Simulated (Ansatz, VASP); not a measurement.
# GeH: VASP beside Ansatz

Wanted: the spread between two codes on one cell, functional and k mesh. The cell is taken from a series of runs on this material, whose earlier steps may have relaxed, scaled, displaced or heated it; both programs get it as it stands.

Program: Ansatz 0.2.0. Level of theory: plane waves, with VASP 6.6.1 beside it; single point at HSE06. Results are calculated unless marked as measured.

### 1. Starting point

The cell holds 8 atoms: 4 Ge and 4 H. Its edges and angles: a = 4.001 Å, b = 4.001 Å, c = 35.300 Å, α = 90.0°, β = 90.0°, γ = 90.0°. It derives from Ge. Vacuum lies along c.

### 2. Ansatz: single point, HSE06

Ansatz runs on its PAW soft_1 files.

A single point gives forces, pressure and levels at one fixed geometry, so differences don't come from the geometry; what else differs is listed under the comparison.

Input file input.yaml:

```yaml
crystal:
  lattice:
    - [4.000810168, 0.0, 0.0]
    - [0.0, 4.000810168, 0.0]
    - [0.0, 0.0, 35.3]
  atoms:
    - { symbol: Ge, position: [0.0, 0.0, 0.4410317727] }
    - { symbol: Ge, position: [1.0, 0.5, 0.4800650384] }
    - { symbol: Ge, position: [0.5, 0.5, 0.5199349616] }
    - { symbol: Ge, position: [0.5, 1.0, 0.5589682273] }
    - { symbol: H, position: [0.3043042595, 1.0, 0.4145219567] }
    - { symbol: H, position: [0.6956957405, 1.0, 0.4145219567] }
    - { symbol: H, position: [0.1956957405, 1.0, 0.5854780433] }
    - { symbol: H, position: [0.8043042595, 0.0, 0.5854780433] }
  periodic: [true, true, false]
kpoints:
  mp_grid: { grid: [6, 6, 1] }
  band_path:
    path: [[0.0, 0.0, 0.0], [0.5, 0.0, 0.0], [0.5, 0.5, 0.0], [0.0, 0.5, 0.0]]
    npoints: 1
hamiltonian:
  xc: hse06
  pseudopotentials: { kind: paw, azcp: { folder: soft_1 } }
scf:
  occupations: { method: fixed }
  n_extra_bands: 6
output:
  eigenvalues: true
```

Command:

```sh
$ ansatz run input.yaml --threads 3 --pin off --max-ram 92160MiB --backend cuda --events-out ev --progress --plain --runs-dir out --devices 1 --max-vram 13GiB
```

Numbers of over 12 decimals in the logs are rounded to 6 here.

Log:

```text
scf.n_extra_bands = 6 over 30 filled bands (N_el = 60.0): the run solves 36 bands
GPUs: using 1 of 1 available (devices: 1).
Engine: ansatz 0.2.0, x86_64-unknown-linux-gnu
Pseudopotentials: kind: paw
Pseudopotential: Ge, paw, valence charge 14, recommended cutoff 420 eV (normal), soft_1/Ge.paw.azcp
Pseudopotential: H, paw, valence charge 1, recommended cutoff 420 eV (normal), soft_1/H.paw.azcp
Functional definition: HSE06
  parameter a = 0.25
  parameter omega = 0.11/bohr
  exchange = pbe_x - a*pbe_x_sr(omega) + a*exact_x_sr(omega)
  correlation = pbe_c
davidson cushion auto → on  (no smearing: the cushion is to keep the highest requested band from converging to the state above it; pin scf.eigensolver.cushion to override)
device memory: the entry about to start is reckoned to put 4.4 GiB on a device that reports 52.6 GiB free (of which the cap on the GPU budget leaves the run 13.0 GiB)
GPU FFT provider: cuFFT
GPU libraries: cuBLAS 13.8.2, cuFFT 12.4.0, cuSOLVER 12.3.4
Crystal: 8 atoms, lattice volume = 565.029 Å³
Basis set: ecut = 420 eV, 11037 PW (Γ)
Bands: 36, of which v1, the nominal top of the filled ones, is band 30 counted from 1 (29 counted from 0)
Symmetry: 8 space group operations
Space group: Pmma (ITA 51), of the structure as read, at distance tolerance 8.3e-5 Å
k-points: 16 of 36
Non-local potential: Ge, projectors of the file, l = 0: 2, l = 1: 2, l = 2: 3, l = 3: 1
Non-local potential: H, projectors of the file, l = 0: 2, l = 1: 1
PAW form: soft (Blöchl's): semilocal exchange-correlation on the pseudo side does not see the compensation charge
PAW frozen core: Ge, regenerated for the run's functional, and the local potential with it (the file was generated under x = pbe(κ = 0.804, μ = 0.219515), c = pbe(β = 0.066725))
PAW one-centre angular grid: Ge, 590 points (default); XC on 64 Gauss nodes
PAW one-centre angular grid: H, 110 points (default); XC on 64 Gauss nodes
Initial density: superposition of atomic densities (neutral atoms: chi_scale 0, normalization atom)
Initial wavefunctions: pseudopotential atomic-orbital guess
GPU buffer pool allocated for 174960 grid points (all kernels)
GPU transforms: local potential and band sums: pruned to the plane-wave sphere, on 27×27×240
Functional: x = pbe(κ = 0.804, μ = 0.219515), c = pbe(β = 0.066725), warm-up for x = pbe(κ = 0.804, μ = 0.219515) + 0.25 (exact − pbe) at short range (hse, ω = 0.207870 Å⁻¹), c = pbe(β = 0.066725); HSE06 as pw.x's `hse` composes it (authors' and Libxc's form: `xc: wpbeh`)
iter 1 solved again at ethr=5.95e-3 eV; its pass at ethr=1.00e-1 eV (dr2=3.57e0 eV) is discarded
SCF iter   1: F=—  HF=-17243.163910 eV  |F-HF|=—  |Δ(HF+E_count)|=         —  Δρ=2.77e-2  dr2=3.68e0  ethr=5.95e-3  ⟨swp⟩=5.3  Hψ=3158  notcnv=0
preconditioner: auto → none  [insulator: Δε(μ)=1.881 eV  Ē_g=21.544 eV  n_scr=64 (ndim 8)  ℏωp=12.1 eV  f_vac=0.746]
SCF iter   2: F=—  HF=-17242.299523 eV  |F-HF|=—  |Δ(HF+E_count)|=   8.64e-1  Δρ=1.05e-2  dr2=6.93e-1  ethr=5.95e-3  ⟨swp⟩=3.4  Hψ=1355  notcnv=0
SCF iter   3: F=—  HF=-17242.368717 eV  |F-HF|=—  |Δ(HF+E_count)|=   6.92e-2  Δρ=5.32e-3  dr2=9.18e-1  ethr=1.15e-3  ⟨swp⟩=7.1  Hψ=1732  notcnv=0  defer=23
iter 4 solved again at ethr=9.36e-6 eV; its pass at ethr=1.15e-3 eV (dr2=5.61e-3 eV) is discarded
SCF iter   4: F=—  HF=-17242.156788 eV  |F-HF|=—  |Δ(HF+E_count)|=   2.12e-1  Δρ=1.38e-3  dr2=6.07e-3  ethr=9.36e-6  ⟨swp⟩=5.4  Hψ=3427  notcnv=0  defer=1
SCF iter   5: F=—  HF=-17242.157444 eV  |F-HF|=—  |Δ(HF+E_count)|=   6.56e-4  Δρ=4.06e-4  dr2=6.75e-4  ethr=9.36e-6  ⟨swp⟩=4.0  Hψ=1593  notcnv=0
SCF iter   6: F=-17242.157372 eV  HF=-17242.157388 eV  |F-HF|=1.58e-5  |Δ(HF+E_count)|=   5.64e-5  Δρ=8.86e-5  dr2=4.21e-5  ethr=1.13e-6  ⟨swp⟩=3.6  Hψ=1701  notcnv=0
SCF 1 stopped early in 6 iterations: F = -17242.157372 eV  dr2 = 4.21e-5
  greatest PAW one-centre occupation: 0.998 electrons in one spin orbital (limit 2), on the Ge atom at site 3 (counted from 0), in its partial waves of l = 2
device memory: the entry about to start is reckoned to put 5.4 GiB (of the 5.5 GiB reckoned in all, the device holds 0.2 GiB already) on a device that reports 52.5 GiB free (of which the cap on the GPU budget leaves the run 12.9 GiB)
GPU FFT provider: cuFFT
GPU libraries: cuBLAS 13.8.2, cuFFT 12.4.0, cuSOLVER 12.3.4
Initial density: handed on by an earlier stage of this run
Initial wavefunctions: those handed on with the density
GPU buffer pool allocated for 174960 grid points (all kernels)
GPU transforms: local potential and band sums: pruned to the plane-wave sphere, on 27×27×240
Functional: x = pbe(κ = 0.804, μ = 0.219515) + 0.25 (exact − pbe) at short range (hse, ω = 0.207870 Å⁻¹), c = pbe(β = 0.066725); HSE06 as pw.x's `hse` composes it (authors' and Libxc's form: `xc: wpbeh`)
Exchange kernel: α = 0.2500, screened, ω = 0.2079 Å⁻¹, Wigner–Seitz truncation, v(0) = 1046.8283 eV·Å³, q-mesh 6×6×1, nearest image of the exchange supercell L = 24.00 Å, pair-density grid 20×20×144, without the augmentation charges, whose exchange is taken in its separable form by FFT convolution over the k-point mesh (sized by the pseudopotential files, 27×27×240 at the most), smooth part of the exact exchange by density-matrix convolution in up to 10.77 GiB of GPU memory as planned if the GPU has room (build and FFT work areas not counted)
Frozen-core exchange: fock
SCF iter   1: F=—  HF=-17245.868800 eV  |F-HF|=—  |Δ(HF+E_count)|=         —  Δρ=3.80e-3  dr2=2.83e-2  ethr=7.01e-7  ⟨swp⟩=12.6  Hψ=3487  notcnv=1
preconditioner: auto → none  [insulator: Δε(μ)=2.650 eV  Ē_g=10.142 eV  n_scr=64 (ndim 8)  ℏωp=7.0 eV  f_vac=0.766]
SCF iter   2: F=—  HF=-17245.833461 eV  |F-HF|=—  |Δ(HF+E_count)|=   3.53e-2  Δρ=9.98e-4  dr2=4.97e-3  ethr=7.01e-7  ⟨swp⟩=5.1  Hψ=2490  notcnv=0
SCF iter   3: F=—  HF=-17245.833465 eV  |F-HF|=—  |Δ(HF+E_count)|=   4.53e-6  Δρ=3.29e-4  dr2=1.77e-3  ethr=7.01e-7  ⟨swp⟩=4.0  Hψ=1893  notcnv=0
SCF iter   4: F=—  HF=-17245.853264 eV  |F-HF|=—  |Δ(HF+E_count)|=   1.98e-2  Δρ=4.07e-4  dr2=3.60e-4  ethr=5.00e-7  ⟨swp⟩=5.8  Hψ=2530  notcnv=0  defer=2
SCF iter   5: F=—  HF=-17245.853033 eV  |F-HF|=—  |Δ(HF+E_count)|=   2.31e-4  Δρ=2.37e-5  dr2=3.50e-5  ethr=5.00e-7  ⟨swp⟩=3.1  Hψ=1794  notcnv=0
SCF iter   6: F=-17245.853324 eV  HF=-17245.853331 eV  |F-HF|=6.77e-6  |Δ(HF+E_count)|=   2.99e-4  Δρ=5.32e-5  dr2=9.68e-6  ethr=3.69e-9  ⟨swp⟩=7.9  Hψ=2682  notcnv=0  defer=10
SCF 2 stopped early in 6 iterations: F = -17245.853324 eV  dr2 = 9.68e-6
hybrid outer 1: dexx = +2.276e-2 eV, tail = 1.47e-4 eV
GPU FFT provider: cuFFT
GPU libraries: cuBLAS 13.8.2, cuFFT 12.4.0, cuSOLVER 12.3.4
GPU buffer pool allocated for 174960 grid points (all kernels)
GPU transforms: local potential and band sums: pruned to the plane-wave sphere, on 27×27×240
Exchange kernel: α = 0.2500, screened, ω = 0.2079 Å⁻¹, Wigner–Seitz truncation, v(0) = 1046.8283 eV·Å³, q-mesh 6×6×1, nearest image of the exchange supercell L = 24.00 Å, pair-density grid 20×20×144, without the augmentation charges, whose exchange is taken in its separable form by FFT convolution over the k-point mesh (sized by the pseudopotential files, 27×27×240 at the most), smooth part of the exact exchange by density-matrix convolution in up to 10.77 GiB of GPU memory as planned if the GPU has room (build and FFT work areas not counted)
Frozen-core exchange: fock
SCF iter   1: F=—  HF=-17245.853827 eV  |F-HF|=—  |Δ(HF+E_count)|=         —  Δρ=3.38e-5  dr2=3.00e-6  ethr=1.22e-6  ⟨swp⟩=3.8  Hψ=1357  notcnv=0
preconditioner: auto → none  [insulator: Δε(μ)=2.699 eV  Ē_g=10.150 eV  n_scr=64 (ndim 8)  ℏωp=7.0 eV  f_vac=0.767]
iter 2 solved again at ethr=2.15e-10 eV; its pass at ethr=4.75e-9 eV (dr2=1.29e-7 eV) is discarded
SCF iter   2: F=—  HF=-17245.853828 eV  |F-HF|=—  |Δ(HF+E_count)|=   1.14e-6  Δρ=6.19e-6  dr2=3.27e-7  ethr=2.15e-10  ⟨swp⟩=2.6  Hψ=3498  notcnv=0  defer=2
SCF iter   3: F=-17245.853829 eV  HF=-17245.853829 eV  |F-HF|=3.57e-8  |Δ(HF+E_count)|=   1.25e-6  Δρ=3.09e-6  dr2=5.32e-8  ethr=2.15e-10  ⟨swp⟩=6.1  Hψ=2117  notcnv=0  defer=8
SCF 3 converged in 3 iterations: F = -17245.853829 eV  dr2 = 5.32e-8
hybrid outer 2: dexx = +1.522e-6 eV, tail = 1.85e-7 eV, Δε = 7.71e-3 eV (about 4.53e-4 eV left of the loop's levels)
device memory: the entry about to start is reckoned to put 1.6 GiB on a device that reports 56.2 GiB free (of which the cap on the GPU budget leaves the run 13.0 GiB)
NSCF: frozen V_eff on 4 k-points
hybrid SCF converged: 2 outer / 9 inner (+6 warm-up), last move |dexx| = 1.52e-6 eV, tail = 1.85e-7 eV
Stability not checked: this state was not tested for a lower state beside it, because the functional holds exact exchange (a hybrid, or Hartree-Fock), whose exchange loop this test does not read (fock_operator; see scf.lower_state_search)
Free energy (F): -17245.853829 eV
Frozen-core exchange: fock
Harris-Foulkes:  -17245.853829 eV  (|F-HF|=3.57e-8)
Internal energy: -17245.853829 eV  (E = F + TS)
E sigma→0 (E₀):  -17245.853829 eV
Fermi energy:    -5.468912 eV
--- Per-component energies (eV) ---
  E_band       = -1499.861457
  E_kinetic    = 422.111046
  E_local      = -148423.432901  (includes V_loc(G=0)·N_el)
  E_nonlocal   = 873.584471
  E_hartree    = 73635.780697
  E_xc         = -259.369264
  E_vxc        = -245.394856  (∫ρ·V_xc dr)
  E_exx        = -225.481374  (= α·E_x^exact, valence–valence)
  E_paw        = -7896.726689  (= ΣΔE_a)
  E_vpaw       = -947.335454  (= ΣTr[D̂ρ^β])
  E_aug_tail   = -0.003740  (compensation charges beyond the density's cutoff)
  E_ewald      = 64629.145395
  E_core_change = -1.461470  (= ΣΔE_core)
  E_smearing   = -0.000000  (= −TS)
  E_closure    = 0.000000  (closes the sum)
  Σ components = -17245.853829   (vs F -17245.853829, Δ=3.64e-12)
--- Band table (eV; the first three rows and the last of 16) ---
  k-point 0: bands = [... 26 lower, -7.1719, -7.0579, -5.5906, -5.4689, -2.7287, -2.6978, -2.4672, -0.3732, ... 2 higher]
  k-point 1: bands = [... 26 lower, -7.3575, -6.9419, -6.6998, -5.6448, -2.5523, -1.4081, -0.9313, -0.8271, ... 2 higher]
  k-point 2: bands = [... 26 lower, -7.4458, -7.2094, -6.9990, -5.8308, -2.5359, -1.8903, -0.5250, 0.2322, ... 2 higher]
  k-point 15: bands = [... 26 lower, -8.2368, -8.2368, -8.0805, -8.0805, -1.7796, -1.7796, -1.4814, -1.4814, ... 2 higher]
  the weakly bound empty levels are not read free of the cell's end (exact_exchange)
```

### 3. VASP: single point, HSE06

The same cell, functional and mesh now go to VASP, with its own data sets.

Lines of VASP's logs that name or quote its potential files are left out, and so is its time.

The run reads the wave functions of an earlier VASP run, which isn't shown here.

Input file INCAR:

```
SYSTEM = GeH
PREC = Accurate
ENCUT = 410
EDIFF = 1E-06
NELM = 100
ISMEAR = 0
SIGMA = 0.01
LREAL = .FALSE.
ALGO = Normal
LHFCALC = .TRUE.
AEXX = 0.25
GGA = PE
HFSCREEN = 0.208
LASPH = .TRUE.
NBANDS = 38
PRECFOCK = Fast
LORBIT = 11
LWAVE = .FALSE.
LCHARG = .FALSE.
KPAR = 4
NCORE = 4
ISIF = 2
LDIPOL = .TRUE.
IDIPOL = 3
DIPOL = 0.5 0.5 0.5
LVHAR = .TRUE.
```

Input file POSCAR:

```
GeH
1.0
    4.0008101680      0.0000000000      0.0000000000
    0.0000000000      4.0008101680      0.0000000000
    0.0000000000      0.0000000000     35.3000000000
Ge H
4 4
Direct
    0.0000000000      0.0000000000      0.4410317727
    0.0000000000      0.5000000000      0.4800650384
    0.5000000000      0.5000000000      0.5199349616
    0.5000000000      0.0000000000      0.5589682273
    0.3043042595      0.0000000000      0.4145219567
    0.6956957405      0.0000000000      0.4145219567
    0.1956957405      0.0000000000      0.5854780433
    0.8043042595      0.0000000000      0.5854780433
```

Input file KPOINTS:

```
Automatic mesh
0
Gamma
6 6 1
0 0 0
```

The projector-augmented-wave data sets are Ge_d and H (PBE family, release 64).

Command:

```sh
$ mpirun -np 16 vasp_std
```

Log:

```text
[banner, memory and clock lines left out]
running   16 mpi-ranks, on    1 nodes
 distrk:  each k-point on    4 cores,    4 groups
 distr:  one band on    4 cores,    1 groups

 POSCAR found type information on POSCAR GeH
 POSCAR found :  2 types and       8 ions
 LDA part: xc-table for (Slater+PW92), standard interpolation
 found WAVECAR, reading the header
 POSCAR, INCAR and KPOINTS ok, starting setup
 FFT: planning ... GRIDC
 FFT: planning ... GRID_SOFT
 FFT: planning ... GRID
 reading WAVECAR
 the WAVECAR file was read successfully
 initial charge from wavefunction
 entering main loop
       N       E                     dE             d eps       ncg     rms          rms(c)
DAV:   1    -0.358116723663E+02   -0.35812E+02   -0.20820E+00  1658   0.206E+01    0.134E+00
DAV:   2    -0.358086697951E+02    0.30026E-02   -0.14052E-01  1518   0.384E+00    0.979E-01
DAV:   3    -0.358049069862E+02    0.37628E-02   -0.18870E-02  1596   0.178E+00    0.685E-01
DAV:   4    -0.358043217252E+02    0.58526E-03   -0.27846E-03  1512   0.697E-01    0.432E-01
DAV:   5    -0.358041632396E+02    0.15849E-03   -0.44045E-04  1458   0.269E-01    0.262E-01
DAV:   6    -0.358041111367E+02    0.52103E-04   -0.10050E-04  1462   0.146E-01    0.156E-01
DAV:   7    -0.358040889239E+02    0.22213E-04   -0.23774E-05  1430   0.747E-02    0.927E-02
DAV:   8    -0.358040787281E+02    0.10196E-04   -0.77814E-06  1484   0.440E-02    0.548E-02
DAV:   9    -0.358040737877E+02    0.49403E-05   -0.23983E-06  1162   0.226E-02    0.323E-02
DAV:  10    -0.358040714193E+02    0.23684E-05   -0.90947E-07   894   0.142E-02    0.191E-02
DAV:  11    -0.358040702340E+02    0.11853E-05   -0.54318E-07   872   0.942E-03    0.112E-02
DAV:  12    -0.358040696437E+02    0.59029E-06   -0.28954E-07   902   0.725E-03
   1 F= -.35804070E+02 E0= -.35804070E+02  d E =-.314860E-43
```

(Part 1 of 2 ends here.)

[Lines on the potential files, build, host, timing and source positions are cut from VASP's logs without a mark.]

[Logs are printed without paths, hosts, clocks, repeated set-up lines and the standing remarks that a program may print on its own settings, such as how far it seeks lower states.]

[Hosts, paths, dates, database ids (printed as entryN), source tags and the programs' standing remarks are cut or masked in the printed files.]
